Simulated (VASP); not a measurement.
# FeCuSO: magnetic orders, part 3 of 4

Wanted: the lowest of several collinear orders of FeCuSO. The start is a cell from a database of measured crystal structures.

VASP 6.6.1, plane waves and PAW; the level of theory is named at each step.

Still holding for the runs below: The k-mesh is coarse for a metal.

So far, largest spin moment in the PAW sphere (μB): step 2 (magnetic order, start order fm, signs ++++, PBE, from parallel moments) 3.66; step 3 (magnetic order, start order ferri 1, signs ++--, PBE, from moments of both signs) 3.66; step 4 (magnetic order, start order AFM 2, signs +-+-, PBE, from moments of both signs) 3.44; step 5 (magnetic order, start order AFM 3, signs +--+, PBE, from moments of both signs) 3.44.

## Step 6: Magnetic order, start order ferri 4, signs +-++

Level of this step: PBE, spin-polarised, from moments of both signs; plane waves and PAW (Cu, Fe, S, O) (VASP).

Input file INCAR:

```
SYSTEM = FeCuSO
PREC = Normal
ENCUT = 480
EDIFF = 1E-06
NELM = 150
ISMEAR = 0
SIGMA = 0.05
LREAL = .FALSE.
ALGO = Normal
GGA = PE
NBANDS = 43
ISPIN = 2
MAGMOM = 0.6 -0.6 3 3 0 0 0 0
LMAXMIX = 4
LORBIT = 11
LWAVE = .FALSE.
LCHARG = .FALSE.
KPAR = 2
AMIX = 0.2
BMIX = 1E-04
AMIX_MAG = 0.8
BMIX_MAG = 1E-04
```

Input file POSCAR:

```
FeCuSO
1.0
    3.8219000000      0.0000000000      0.0000000000
    0.0000000000      3.8219000000      0.0000000000
    0.0000000000      0.0000000000      8.6450000000
Cu Fe S O
2 2 2 2
Direct
    0.5000000000      0.5000000000      0.5000000000
    0.0000000000      0.0000000000      0.5000000000
    0.0000000000      0.0000000000      0.0000000000
    0.5000000000      0.5000000000      0.0000000000
    0.0000000000      0.5000000000      0.6558000000
    0.5000000000      0.0000000000      0.3442000000
    0.0000000000      0.5000000000      0.0744000000
    0.5000000000      0.0000000000      0.9256000000
```

Input file KPOINTS:

```
Automatic mesh
0
Gamma
5 5 2
0 0 0
```

The projector-augmented-wave data sets are Cu, Fe, S and O (PBE family, release 64).

Command:

```sh
> mpirun -np 2 vasp_std
```

Output:

```text
[... set-up lines as in an earlier step ...]
 entering main loop
       N       E                     dE             d eps       ncg     rms          rms(c)
DAV:   1     0.615221617993E+03    0.61522E+03   -0.25912E+04  2072   0.165E+03
DAV:   2     0.552948784793E+02   -0.55993E+03   -0.52675E+03  2091   0.390E+02
DAV:   3    -0.468671483355E+02   -0.10216E+03   -0.94552E+02  2698   0.181E+02
DAV:   4    -0.548652545656E+02   -0.79981E+01   -0.78554E+01  3176   0.554E+01
[...]
DAV:  22    -0.453861414510E+02   -0.51002E-05   -0.17420E-05  2986   0.301E-02    0.306E-02
DAV:  23    -0.453861436550E+02   -0.22040E-05   -0.15026E-05  2611   0.465E-02    0.243E-02
DAV:  24    -0.453861426953E+02    0.95975E-06   -0.52544E-06  2245   0.422E-02
   1 F= -.45386143E+02 E0= -.45382373E+02  d E =-.753930E-02  mag=     8.7609
```

Elapsed: 83 s, on 2 MPI ranks of Intel Xeon Platinum 8259CL at 2.50GHz (Skylake/Cascade Lake), shared host; peak memory 0.44 GiB; 2.8 min of CPU time.

Parts of OUTCAR (step 6):

```text
  Total       -0.5361198     -0.5361198     -2.4539145      0.0000000      0.0000000     -0.0000000
  in kB       -6.8021900     -6.8021900    -31.1348213      0.0000000      0.0000000     -0.0000000
  external PRESSURE =     -14.9130671 kB  Pullay stress =       0.0000000 kB

 POSITION                                       TOTAL-FORCE (eV/Angst)
 -----------------------------------------------------------------------------------
      1.91095      1.91095      4.32250         0.000000      0.000000      0.000000
      0.00000      0.00000      4.32250        -0.000000     -0.000000      0.000000
      0.00000      0.00000      0.00000        -0.000000     -0.000000      0.000000
      1.91095      1.91095      0.00000         0.000000     -0.000000      0.000000
      0.00000      1.91095      5.66939        -0.000000     -0.000000      0.048669
      1.91095      0.00000      2.97561         0.000000     -0.000000     -0.048669
      0.00000      1.91095      0.64319        -0.000000      0.000000     -0.226780
      1.91095      0.00000      8.00181         0.000000     -0.000000      0.226780
 -----------------------------------------------------------------------------------
    total drift:                               -0.000000      0.000000      0.000000

  FREE ENERGIE OF THE ION-ELECTRON SYSTEM (eV)
  ---------------------------------------------------
  free  energy   TOTEN  =       -45.3861426953 eV

  energy  without entropy=      -45.3786033971  energy(sigma->0) =      -45.38237305

 magnetization (x)
# of ion       s       p       d       tot
------------------------------------------
    1       -0.000   0.008   0.074   0.082
    2       -0.000   0.008   0.074   0.082
    3        0.035   0.030   3.593   3.658
    4        0.035   0.030   3.593   3.658
    5        0.003   0.085   0.000   0.088
    6        0.003   0.085   0.000   0.088
    7        0.022   0.341   0.000   0.363
    8        0.022   0.341   0.000   0.363
--------------------------------------------------
tot          0.119   0.928   7.335   8.382

[... 2 parts as in an earlier step ...]

[... 1 further part left out ...]
[key lines of the parts left out:]
E-fermi :   3.5886
```

Spin moment in the PAW sphere by atom:

| atom | spin moment in the PAW sphere (μB) |
| --- | --- |
| Cu1 | 0.08 |
| Cu2 | 0.08 |
| Fe3 | 3.66 |
| Fe4 | 3.66 |
| S5 | 0.09 |
| S6 | 0.09 |
| O7 | 0.36 |
| O8 | 0.36 |

The largest moment at the end is 3.66 μB, and the moments of the cell sum to 8.76 μB.

## Step 7: Magnetic order, start order ferri 5, signs +++-

INCAR: that of step 6 with these lines changed.

```diff
@@ -12,3 +12,3 @@
 ISPIN = 2
-MAGMOM = 0.6 -0.6 3 3 0 0 0 0
+MAGMOM = 0.6 0.6 3 -3 0 0 0 0
 LMAXMIX = 4
```

POSCAR is that of step 6.

KPOINTS is that of step 6.

Command:

```sh
> mpirun -np 2 vasp_std
```

Output:

```text
[... set-up lines as in an earlier step ...]
 entering main loop
       N       E                     dE             d eps       ncg     rms          rms(c)
DAV:   1     0.614462786124E+03    0.61446E+03   -0.25488E+04  2080   0.163E+03
DAV:   2     0.552049552545E+02   -0.55926E+03   -0.52666E+03  2088   0.391E+02
DAV:   3    -0.477427212812E+02   -0.10295E+03   -0.94295E+02  2730   0.181E+02
DAV:   4    -0.556270448416E+02   -0.78843E+01   -0.77146E+01  3104   0.554E+01
[...]
DAV:  25    -0.451631814435E+02   -0.78145E-05   -0.28530E-05  3265   0.726E-02    0.248E-02
DAV:  26    -0.451631814086E+02    0.34873E-07   -0.13430E-05  2764   0.402E-02    0.186E-02
DAV:  27    -0.451631810916E+02    0.31702E-06   -0.44829E-06  2399   0.319E-02
   1 F= -.45163181E+02 E0= -.45156490E+02  d E =-.133831E-01  mag=     0.0001
```

The job ended after 92 s (2 MPI ranks; peak memory 0.44 GiB; 3 min of CPU time).

Parts of OUTCAR (step 7):

```text
  Total       -1.5371880     -1.5371880     -2.3830804      0.0000000      0.0000000      0.0000000
  in kB      -19.5035622    -19.5035622    -30.2360911      0.0000000      0.0000000      0.0000000
  external PRESSURE =     -23.0810719 kB  Pullay stress =       0.0000000 kB

 POSITION                                       TOTAL-FORCE (eV/Angst)
 -----------------------------------------------------------------------------------
      1.91095      1.91095      4.32250        -0.000000     -0.000000      0.000000
      0.00000      0.00000      4.32250        -0.000000      0.000000      0.000000
      0.00000      0.00000      0.00000         0.000000      0.000000      0.000000
      1.91095      1.91095      0.00000        -0.000000      0.000000      0.000000
      0.00000      1.91095      5.66939        -0.000000      0.000000     -0.067379
      1.91095      0.00000      2.97561         0.000000      0.000000      0.067379
      0.00000      1.91095      0.64319         0.000000      0.000000     -0.322648
      1.91095      0.00000      8.00181        -0.000000     -0.000000      0.322648
 -----------------------------------------------------------------------------------
    total drift:                               -0.000000      0.000000      0.000000

  FREE ENERGIE OF THE ION-ELECTRON SYSTEM (eV)
  ---------------------------------------------------
  free  energy   TOTEN  =       -45.1631810916 eV

  energy  without entropy=      -45.1497980120  energy(sigma->0) =      -45.15648955

 magnetization (x)
# of ion       s       p       d       tot
------------------------------------------
    1       -0.001  -0.002  -0.003  -0.007
    2        0.001   0.002   0.003   0.007
    3        0.028   0.046   3.373   3.446
    4       -0.028  -0.046  -3.372  -3.446
    5       -0.000  -0.000   0.000  -0.000
    6       -0.000  -0.000   0.000  -0.000
    7       -0.000  -0.000   0.000  -0.000
    8       -0.000  -0.000   0.000  -0.000
--------------------------------------------------
tot         -0.000  -0.000   0.000  -0.000

[... 2 parts as in an earlier step ...]

[... 1 further part left out ...]
[key lines of the parts left out:]
E-fermi :   3.7113
```

The largest moment at the end is 3.45 μB, and the moments of the cell sum to 0.00 μB.

## Step 8: Comparing the runs

Times are for 2 MPI ranks of Intel Xeon Platinum 8259CL at 2.50GHz (Skylake/Cascade Lake), shared host. Results by setting:

| no. | start order | energy at zero smearing (eV) | moment of the cell, from the last line of the log (μB) | time | memory (GiB) |
| --- | --- | --- | --- | --- | --- |
| 1 | fm | -45.38 | 8.761 | 94 s | 0.44 |
| 2 | ferri 1 | -45.38 | -8.761 | 1.7 min | 0.43 |
| 3 | afm 2 | -45.16 | 0 | 93 s | 0.44 |
| 4 | afm 3 | -45.16 | 0 | 86 s | 0.44 |
| 5 | ferri 4 | -45.38 | 8.761 | 83 s | 0.44 |
| 6 | ferri 5 | -45.16 | 1.00e-4 | 92 s | 0.44 |

## Step 9: No spin polarisation

This step: PBE, no spin polarisation; plane waves and PAW (Cu, Fe, S, O) (VASP 6.6.1).

A run without spin shows what magnetism as such gains.

INCAR: that of step 7 with these lines changed.

```diff
@@ -10,6 +10,3 @@
 GGA = PE
-NBANDS = 43
-ISPIN = 2
-MAGMOM = 0.6 0.6 3 -3 0 0 0 0
-LMAXMIX = 4
+NBANDS = 39
 LORBIT = 11
```

POSCAR is that of step 7.

KPOINTS is that of step 7.

Command:

```sh
> mpirun -np 2 vasp_std
```

Output:

```text
[... set-up lines as in an earlier step ...]
 entering main loop
       N       E                     dE             d eps       ncg     rms          rms(c)
DAV:   1     0.611132560053E+03    0.61113E+03   -0.26249E+04   936   0.182E+03
DAV:   2     0.600292031988E+02   -0.55110E+03   -0.53026E+03   936   0.423E+02
DAV:   3    -0.435017693120E+02   -0.10353E+03   -0.95891E+02  1403   0.191E+02
DAV:   4    -0.525209812045E+02   -0.90192E+01   -0.86987E+01  1457   0.628E+01
DAV:   5    -0.527355889166E+02   -0.21461E+00   -0.21372E+00  1451   0.114E+01    0.270E+01
DAV:   6    -0.790235627106E+02   -0.26288E+02   -0.13057E+02  1545   0.101E+02    0.731E+01
DAV:   7    -0.437985865622E+02    0.35225E+02   -0.26018E+01  1520   0.772E+01    0.155E+01
DAV:   8    -0.434987667693E+02    0.29982E+00   -0.53884E+00  1566   0.404E+01    0.128E+01
DAV:   9    -0.439599147085E+02   -0.46115E+00   -0.80657E+00  1624   0.142E+01    0.964E+00
DAV:  10    -0.433641117736E+02    0.59580E+00   -0.19038E+00  1509   0.103E+01    0.446E+00
DAV:  11    -0.433597087253E+02    0.44030E-02   -0.12944E-01  1608   0.398E+00    0.391E+00
DAV:  12    -0.432674912299E+02    0.92217E-01   -0.86309E-02  1682   0.459E+00    0.230E+00
DAV:  13    -0.432268144856E+02    0.40677E-01   -0.11880E-01  1752   0.265E+00    0.640E-01
DAV:  14    -0.432283115948E+02   -0.14971E-02   -0.82765E-03  1451   0.105E+00    0.659E-01
DAV:  15    -0.432260397800E+02    0.22718E-02   -0.21566E-03  1504   0.488E-01    0.397E-01
DAV:  16    -0.432251574459E+02    0.88233E-03   -0.16697E-03  1643   0.703E-01    0.287E-01
DAV:  17    -0.432249129639E+02    0.24448E-03   -0.62804E-04  1504   0.171E-01    0.199E-01
DAV:  18    -0.432249453003E+02   -0.32336E-04   -0.86441E-05  1401   0.664E-02    0.190E-01
DAV:  19    -0.432247582632E+02    0.18704E-03   -0.51779E-04  1720   0.263E-01    0.377E-02
DAV:  20    -0.432247616437E+02   -0.33806E-05   -0.64084E-05  1155   0.500E-02    0.188E-02
DAV:  21    -0.432247637384E+02   -0.20947E-05   -0.44713E-06  1176   0.250E-02    0.193E-02
DAV:  22    -0.432247639984E+02   -0.26002E-06   -0.18445E-06   739   0.168E-02
   1 F= -.43224764E+02 E0= -.43217211E+02  d E =-.151054E-01
```

The job ended after 32 s (2 MPI ranks; peak memory 0.35 GiB; 61 s of CPU time).

Parts of OUTCAR (step 9):

```text
   k-points           NKPTS =     12   k-points in BZ     NKDIM =     12   number of bands    NBANDS=     39

   NELECT =      62.0000    total number of electrons

 E-fermi :   3.4474

 k-point     1 :       0.0000    0.0000    0.0000
  band No.  band energies     occupation
    ...
     25       2.8096      2.00000
     26       3.2569      2.00000
     27       3.4162      1.62221
     28       3.4387      1.19544
     29       3.4387      1.19544
     30       3.6096      0.00000
     31       3.6116      0.00000
     32       3.7868      0.00000
     33       3.7868      0.00000
     34       4.1009      0.00000
    ...

  Total      -10.5855034    -10.5855034     -3.9017065      0.0000000      0.0000000      0.0000000
  in kB     -134.3069423   -134.3069423    -49.5041432      0.0000000      0.0000000      0.0000000
  external PRESSURE =    -106.0393426 kB  Pullay stress =       0.0000000 kB

 POSITION                                       TOTAL-FORCE (eV/Angst)
 -----------------------------------------------------------------------------------
      1.91095      1.91095      4.32250        -0.000000      0.000000      0.000000
      0.00000      0.00000      4.32250         0.000000     -0.000000      0.000000
      0.00000      0.00000      0.00000         0.000000     -0.000000      0.000000
      1.91095      1.91095      0.00000         0.000000      0.000000      0.000000
      0.00000      1.91095      5.66939         0.000000     -0.000000     -0.108858
      1.91095      0.00000      2.97561         0.000000      0.000000      0.108858
      0.00000      1.91095      0.64319         0.000000     -0.000000     -1.034583
      1.91095      0.00000      8.00181        -0.000000      0.000000      1.034583
 -----------------------------------------------------------------------------------
    total drift:                               -0.000000      0.000000      0.000000

  FREE ENERGIE OF THE ION-ELECTRON SYSTEM (eV)
  ---------------------------------------------------
  free  energy   TOTEN  =       -43.2247639984 eV

  energy  without entropy=      -43.2096586010  energy(sigma->0) =      -43.21721130

[... 8 parts as in an earlier step ...]

[... 8 further parts left out ...]
```

This run has no spin polarisation, so a moment on Cu and Fe, if there is one, isn't seen.

This step gave:

```yaml
electronic_cycles: 22
free_energy_toten: -43.22 eV
energy_at_zero_smearing: -43.22 eV
fermi_energy: 3.447 eV
```

Force by atom:

| atom | x (eV/Å) | y (eV/Å) | z (eV/Å) | size |
| --- | --- | --- | --- | --- |
| Cu1 | 0.00 | 0.00 | 0.00 | 0.00 |
| Cu2 | 0.00 | 0.00 | 0.00 | 0.00 |
| Fe3 | 0.00 | 0.00 | 0.00 | 0.00 |
| Fe4 | 0.00 | 0.00 | 0.00 | 0.00 |
| S5 | 0.00 | 0.00 | -0.11 | 0.11 |
| S6 | 0.00 | 0.00 | 0.11 | 0.11 |
| O7 | 0.00 | 0.00 | -1.03 | 1.03 |
| O8 | 0.00 | 0.00 | 1.03 | 1.03 |

Energy at zero smearing: -43.21721 eV.

## Step 10: Summary

This step: collinear magnetic orders, PBE; plane waves and PAW (VASP 6.6.1).

This step runs nothing: it gathers the runs above.

This step gave:

```
mean moment in the lowest run : 3.659 μB
```

Orders, by row:

| order | signs | energy above the lowest (meV/magnetic atom) | total moment (μB) | mean moment on carriers (μB) | gap on the mesh (eV) | signs at the end, of the atoms given a moment |
| --- | --- | --- | --- | --- | --- | --- |
| fm | ++++ | 0 | 8.761 | 3.659 | 0 | 00++ |
| ferri 1 | ++-- | 0 | -8.761 | 3.658 | 0 | 00-- |
| afm 2 | +-+- | 112.9 | 0 | 3.445 | 0 | 00+- |
| afm 3 | +--+ | 112.9 | 0 | 3.444 | 0 | 00-+ |
| ferri 4 | +-++ | 0 | 8.762 | 3.658 | 0 | 00++ |
| ferri 5 | +++- | 112.9 | -3.25e-4 | 3.446 | 0 | 00+- |
| nm |  | 1083 | 0 | 0 | 0 | - |

[end of part 3 of 4]

[Lines on the potential files, build, host, timing and source positions are cut from VASP's logs without a mark.]

[Logs are printed without paths, hosts, clocks, repeated set-up lines and the standing remarks that a program may print on its own settings, such as how far it seeks lower states.]

[Hosts, paths, dates, database ids (printed as entryN), source tags and the programs' standing remarks are cut or masked in the printed files.]

[In band tables of VASP the shares of atoms and orbitals are scaled to a sum of 1 inside the atoms' spheres.]

[Runs that stopped without an error message from VASP are left out.]
